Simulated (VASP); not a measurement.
Computed with PBEsol GGA, VASP's PBE PAW potentials (set 64) (plane waves; VASP 6.6.1).

VASP input:

**INCAR**
```
GGA = PS   # PBEsol
ALGO = Normal   # blocked Davidson
LREAL = .FALSE.   # projection in real space or not
NELMIN = 4
PREC = Normal
LWAVE = .FALSE.
EDIFF = 1E-6
LMAXMIX = 4
LCHARG = .FALSE.
LASPH = .TRUE.   # aspherical one-centre terms
LVHAR = .TRUE.
ISMEAR = 0   # Gaussian
NELM = 100
SYSTEM = Bi2Se3 bilayer
ENCUT = 400   # plane-wave cut-off (eV)
SIGMA = 0.05
LORBIT = 11
```

File POSCAR:
```
Bi2Se3 bilayer
1.0
  4.1272191294   0.0000000000   0.0000000000
 -2.0636095646   3.5742764423   0.0000000000
  0.0000000000   0.0000000000  32.4852284729
Bi Se
4 6
direct
  0.3333330000   0.6666670000   0.2938640920
  0.0000000000   0.0000000000   0.5878657817
  0.0000000000   0.0000000000   0.4121342183
  0.6666670000   0.3333330000   0.7061359080
  0.0000000000   0.0000000000   0.2459218251
  0.6666670000   0.3333330000   0.3531238817
  0.3333330000   0.6666670000   0.4604974771
  0.6666670000   0.3333330000   0.5395025229
  0.3333330000   0.6666670000   0.6468761183
  0.0000000000   1.0000000000   0.7540781749
```

**KPOINTS**
```
Automatic
0
Gamma
  12 12 1
```

POTCAR, in this order: Bi_d Se (PBE.64 set). Program: vasp_std. Read from the step before: WAVECAR.

Output of the run:

### OSZICAR
```
       N       E                     dE             d eps       ncg     rms          rms(c)
DAV:   1    -0.440022576096E+02   -0.44002E+02   -0.11695E-03  3141   0.557E-01    0.564E-02
DAV:   2    -0.440021192216E+02    0.13839E-03   -0.48834E-04  3323   0.486E-01    0.600E-02
DAV:   3    -0.440017374192E+02    0.38180E-03   -0.65858E-05  2745   0.446E-01    0.743E-03
DAV:   4    -0.440017475116E+02   -0.10092E-04   -0.12128E-04  2443   0.758E-02    0.444E-03
DAV:   5    -0.440017476871E+02   -0.17547E-06   -0.40277E-06  2132   0.102E-02
   1 F= -.44001748E+02 E0= -.44001748E+02  d E =-.222943E-12
```

### OUTCAR
```
------------------------ aborting loop because EDIFF is reached ----------------------------------------
  FORCE on cell =-STRESS in cart. coord.  units (eV):
  Direction    XX          YY          ZZ          XY          YZ          ZX
  --------------------------------------------------------------------------------------
  Total       -0.3563858     -0.3563857     -0.2489018     -0.0000000      0.0000000     -0.0000000
  in kB       -1.1915145     -1.1915144     -0.8321604     -0.0000000      0.0000000     -0.0000000
  external PRESSURE =      -1.0717298 kB  Pullay stress =       0.0000000 kB
  volume of cell :      479.22
      direct lattice vectors                 reciprocal lattice vectors
     4.127219129  0.000000000  0.000000000     0.242293895  0.139888452  0.000000000
    -2.063609565  3.574276442  0.000000000     0.000000000  0.279776905  0.000000000
     0.000000000  0.000000000 32.485228473     0.000000000  0.000000000  0.030783222
 POSITION                                       TOTAL-FORCE (eV/Angst)
 -----------------------------------------------------------------------------------
     -0.00000      2.38285      9.54624        -0.000000      0.000000      0.006497
      0.00000      0.00000     19.09695         0.000000      0.000000      0.014171
      0.00000      0.00000     13.38827         0.000000     -0.000000     -0.014171
      2.06361      1.19142     22.93899         0.000000     -0.000000     -0.006497
      0.00000      0.00000      7.98883         0.000000     -0.000000      0.016365
      2.06361      1.19142     11.47131         0.000000      0.000000     -0.015775
     -0.00000      2.38285     14.95937        -0.000000      0.000000      0.004337
      2.06361      1.19142     17.52586         0.000000      0.000000     -0.004337
     -0.00000      2.38285     21.01392        -0.000000      0.000000      0.015775
      0.00000      0.00000     24.49640         0.000000      0.000000     -0.016365
 -----------------------------------------------------------------------------------
    total drift:                               -0.000000     -0.000000      0.000000
  FREE ENERGIE OF THE ION-ELECTRON SYSTEM (eV)
  ---------------------------------------------------
  free  energy   TOTEN  =       -44.0017476871 eV

  energy  without entropy=      -44.0017476871  energy(sigma->0) =      -44.00174769

 total charge

# of ion       s       p       d       tot
------------------------------------------
    1        1.613   1.064   9.965  12.642
    2        1.611   1.072   9.963  12.646
    3        1.611   1.072   9.963  12.646
    4        1.613   1.064   9.965  12.642
    5        1.485   2.271   0.020   3.775
    6        1.473   2.313   0.022   3.808
    7        1.493   2.250   0.023   3.766
    8        1.493   2.250   0.023   3.766
    9        1.473   2.313   0.022   3.808
   10        1.485   2.271   0.020   3.775
--------------------------------------------------
tot         15.351  17.939  39.985  73.276
```
(Selected blocks of OUTCAR.)

The cell is a sheet with vacuum, built from Bi2Se3 (tetradymite).
